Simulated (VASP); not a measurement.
Output of a VASP run:

OSZICAR:
```
...
DAV:   4    -0.114919684559E+02    0.53816E+00   -0.25327E-01  1812   0.146E+01    0.262E+00
DAV:   5    -0.113022014427E+02    0.18977E+00   -0.64393E-02  1579   0.134E+01    0.346E-01
DAV:   6    -0.113007967854E+02    0.14047E-02   -0.19112E-02  1442   0.196E+00    0.109E-01
DAV:   7    -0.113008495434E+02   -0.52758E-04   -0.55237E-04  1408   0.307E-01    0.568E-02
DAV:   8    -0.113008357949E+02    0.13748E-04   -0.69609E-05  1803   0.414E-01    0.232E-03
DAV:   9    -0.113008364078E+02   -0.61292E-06   -0.80404E-06  1297   0.449E-02    0.340E-03
DAV:  10    -0.113008366596E+02   -0.25181E-06   -0.10367E-06  1573   0.529E-02    0.236E-03
DAV:  11    -0.113008364718E+02    0.18785E-06   -0.38113E-07  1237   0.310E-02    0.244E-04
DAV:  12    -0.113008364702E+02    0.16148E-08   -0.28689E-08   626   0.375E-03
   2 F= -.82293621E+01 E0= -.82293621E+01  d E =0.642500E+00
       N       E                     dE             d eps       ncg     rms          rms(c)
DAV:   1    -0.189623272884E+02   -0.76615E+01   -0.95269E+01  1387   0.371E+02    0.143E+01
DAV:   2    -0.144881395929E+02    0.44742E+01   -0.65394E+00  1465   0.669E+01    0.714E+00
DAV:   3    -0.130468649244E+02    0.14413E+01   -0.23352E+00  1417   0.599E+01    0.106E+00
DAV:   4    -0.129458311727E+02    0.10103E+00   -0.57773E-01  1457   0.198E+01    0.797E-01
DAV:   5    -0.129319622300E+02    0.13869E-01   -0.72216E-02  1482   0.901E+00    0.119E-01
DAV:   6    -0.129324509840E+02   -0.48875E-03   -0.62790E-03  1370   0.123E+00    0.691E-02
DAV:   7    -0.129324877328E+02   -0.36749E-04   -0.16143E-04  1711   0.242E-01    0.167E-02
DAV:   8    -0.129324519895E+02    0.35743E-04   -0.50926E-05  1547   0.210E-01    0.117E-02
DAV:   9    -0.129324521915E+02   -0.20194E-06   -0.28126E-06  1252   0.197E-02    0.128E-02
DAV:  10    -0.129324544000E+02   -0.22085E-05   -0.79032E-06  1885   0.822E-02    0.258E-02
DAV:  11    -0.129324512559E+02    0.31441E-05   -0.61729E-06  1773   0.390E-02    0.387E-02
DAV:  12    -0.129324512813E+02   -0.25344E-07   -0.34003E-07  1208   0.585E-03
   3 F= -.91411464E+01 E0= -.91411464E+01  d E =-.269284E+00
       N       E                     dE             d eps       ncg     rms          rms(c)
DAV:   1    -0.129183854614E+02    0.14066E-01   -0.46605E-02  1412   0.660E+00    0.368E-01
DAV:   2    -0.129155317886E+02    0.28537E-02   -0.45860E-03  1467   0.253E+00    0.167E-01
DAV:   3    -0.129148085672E+02    0.72322E-03   -0.76345E-04  1502   0.113E+00    0.408E-02
DAV:   4    -0.129147242360E+02    0.84331E-04   -0.14045E-04  1542   0.186E-01    0.456E-03
DAV:   5    -0.129147238810E+02    0.35507E-06   -0.40743E-06  1367   0.274E-02    0.350E-03
DAV:   6    -0.129147238827E+02   -0.17917E-08   -0.81122E-08   941   0.351E-03
   4 F= -.91421052E+01 E0= -.91421052E+01  d E =-.270243E+00
       N       E                     dE             d eps       ncg     rms          rms(c)
DAV:   1    -0.129056168327E+02    0.91070E-02   -0.14424E-02  1412   0.368E+00    0.205E-01
DAV:   2    -0.129047385694E+02    0.87826E-03   -0.14186E-03  1467   0.142E+00    0.925E-02
DAV:   3    -0.129045174158E+02    0.22115E-03   -0.23829E-04  1502   0.634E-01    0.214E-02
DAV:   4    -0.129044921217E+02    0.25294E-04   -0.43864E-05  1536   0.104E-01    0.247E-03
DAV:   5    -0.129044919819E+02    0.13986E-06   -0.12129E-06  1377   0.158E-02    0.202E-03
DAV:   6    -0.129044919828E+02   -0.90358E-09   -0.23102E-08   676   0.192E-03
   5 F= -.91422285E+01 E0= -.91422285E+01  d E =-.270366E+00
```

OUTCAR:
```
------------------------ aborting loop because EDIFF is reached ----------------------------------------
  FORCE on cell =-STRESS in cart. coord.  units (eV):
  Direction    XX          YY          ZZ          XY          YZ          ZX
  --------------------------------------------------------------------------------------
  Total        3.7784004      3.7784004      3.7784004     -0.0000000      0.0000000     -0.0000000
  in kB      301.2867464    301.2867464    301.2867464     -0.0000000      0.0000000     -0.0000000
  external PRESSURE =       1.2867464 kB  Pullay stress =     300.0000000 kB
  volume of cell :       20.09
      direct lattice vectors                 reciprocal lattice vectors
     0.000000000  2.157758556  2.157758556    -0.231721941  0.231721941  0.231721941
     2.157758556 -0.000000000  2.157758556     0.231721941 -0.231721941  0.231721941
     2.157758556  2.157758556  0.000000000     0.231721941  0.231721941 -0.231721941
  FREE ENERGIE OF THE ION-ELECTRON SYSTEM (eV)
  ---------------------------------------------------
  free  energy   TOTEN  =       -12.9044919828 eV

  energy  without entropy=      -12.9044919828  energy(sigma->0) =      -12.90449198
  enthalpy is  TOTEN    =        -9.1422284773 eV   P V=        3.7622635055

 reached required accuracy - stopping structural energy minimisation
```
(Selected blocks of OUTCAR.)

File POSCAR:
```
GaN
1
    0.0000000000     2.2476657336     2.2476657336
    2.2476657336     0.0000000000     2.2476657336
    2.2476657336     2.2476657336     0.0000000000
Ga N
1 1
Direct
  0.0000000000   0.0000000000   0.0000000000
  0.2500000000   0.2500000000   0.2500000000
```

**Question.** Reconstruct the remaining input files.

**Answer.** One answer among several that fit: the input of the run itself, PBEsol GGA, plane waves, VASP's PBE PAW potentials (set 64).

INCAR:
```
SYSTEM = GaN
PREC = Accurate; ENCUT = 600; LREAL = F
LASPH = T
EDIFF = 1E-7; NELM = 100; ALGO = Normal
LMAXMIX = 4
ISMEAR = 0; SIGMA = 0.05
GGA = PS
IBRION = 2; NSW = 40; ISIF = 3
EDIFFG = -0.01; PSTRESS = 300
LWAVE = F; LCHARG = F
```

### KPOINTS
```
Automatic mesh
0
Gamma
10 10 10
0 0 0
```

POTCAR, in this order: Ga_d N (PBE.64 set). Program: vasp_std.

Energy and stress use the plane-wave basis of the starting cell.

The compound is GaN in the zinc blende structure, a metastable form; wurtzite is the usual one. This run relaxes it under an external pressure of 30 GPa. Symmetry was kept, so distortions that lower it aren't found.
